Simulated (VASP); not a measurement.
A convergence study with VASP on Ni (fcc): a few settings are varied, all else stays as given below, so the limit is that of these other settings. The cell's lengths are 1 % over those of the tabulated start, so it is off equilibrium.

```
Ni
1.0
    0.00000     1.77760     1.77760
    1.77760     0.00000     1.77760
    1.77760     1.77760     0.00000
Ni
1
Direct
  0.00000   0.00000   0.00000
```
Starting moments (μB, in the order of the record's atoms Ni): 0.8.

Calculation: PBE GGA, VASP's PBE PAW potentials (set 64) (plane waves; VASP). The last row used: LREAL = Auto, 600 eV cut-off, 15×15×15 Γ-centred mesh, first-order Methfessel-Paxton smearing of 0.10 eV, potentials Ni.

| setting | E (eV/atom) | pressure (GPa) | moment (μB) | plane waves |
|---|---|---|---|---|
| ENCUT = 300, LREAL = .FALSE., PREC = Normal | -5.4754 | -6.02 | 0.656 | 141 |
| ENCUT = 400, LREAL = .FALSE., PREC = Normal | -5.4663 | -6.23 | 0.655 | 212 |
| ENCUT = 500, LREAL = .FALSE., PREC = Normal | -5.4653 | -5.65 | 0.654 | 297 |
| ENCUT = 600, LREAL = .FALSE., PREC = Normal | -5.4650 | -5.74 | 0.654 | 384 |
| ENCUT = 500, LREAL = .FALSE., PREC = Accurate | -5.4652 | -5.67 | 0.654 | 297 |
| ENCUT = 600, LREAL = .FALSE., PREC = Accurate | -5.4650 | -5.75 | 0.654 | 384 |
| ENCUT = 300, LREAL = Auto, PREC = Normal | -5.4754 | -6.05 | 0.656 | 141 |
| ENCUT = 400, LREAL = Auto, PREC = Normal | -5.4646 | -6.13 | 0.655 | 212 |
| ENCUT = 500, LREAL = Auto, PREC = Normal | -5.4652 | -5.68 | 0.654 | 297 |
| ENCUT = 600, LREAL = Auto, PREC = Normal | -5.4662 | -5.68 | 0.654 | 384 |
| ENCUT = 300, LREAL = Auto, PREC = Accurate | -5.4754 | -5.80 | 0.656 | 141 |
| ENCUT = 400, LREAL = Auto, PREC = Accurate | -5.4665 | -6.23 | 0.655 | 212 |
| ENCUT = 500, LREAL = Auto, PREC = Accurate | -5.4654 | -5.68 | 0.654 | 297 |
| ENCUT = 600, LREAL = Auto, PREC = Accurate | -5.4653 | -5.79 | 0.654 | 384 |

Left out are rungs that failed or repeat a setting and relaxations that didn't move; long series are thinned to 24 rows.

The compound is Ni in the fcc structure. The cell was not relaxed at this level. The spin order is the one that the start imposed; others were not tried in this run.
